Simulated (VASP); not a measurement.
W:

```
W
1.0
    -1.58234    1.58234    1.58234
     1.58234   -1.58234    1.58234
     1.58234    1.58234   -1.58234
W
1
Direct
  0.00000 0.00000 0.00000
```

```yaml
Program: VASP 6.6.1
Task: relaxation of cell and atoms
Functional: LDA
Potentials_or_basis: VASP PAW LDA potentials, release 64 (W_sv)
Cutoff: 600 eV
k_mesh: 24 × 24 × 24
Occupations: fermi-dirac, width 0.05 eV
Spin: no spin polarisation
```

At the start: pressure -7.1 GPa; volume 15.85 Å³/atom.

Where does the relaxation end?

Over 7 steps the energy falls by 7.9 meV/atom and the volume is 15.50 Å³/atom (-2.2 %); space group Im-3m (No. 229, to 0.05 Å).

Step by step:
```csv
step,energy change (eV),largest force (eV/Å),pressure (GPa),volume (Å³)
1,0.0000,0.0000,-7.06,15.85
2,0.1037,0.0000,31.99,14.30
3,-0.0079,0.0000,-0.32,15.51
4,-0.0079,0.0000,-0.09,15.50
5,-0.0079,0.0000,0.10,15.49
6,-0.0079,0.0000,-0.28,15.51
7,-0.0079,0.0000,-0.04,15.50
```

Final structure:
```
CELL_PARAMETERS angstrom
-1.57059 1.57059 1.57059
1.57059 -1.57059 1.57059
1.57059 1.57059 -1.57059
ATOMIC_POSITIONS crystal
W 0.00000 0.00000 0.00000
```
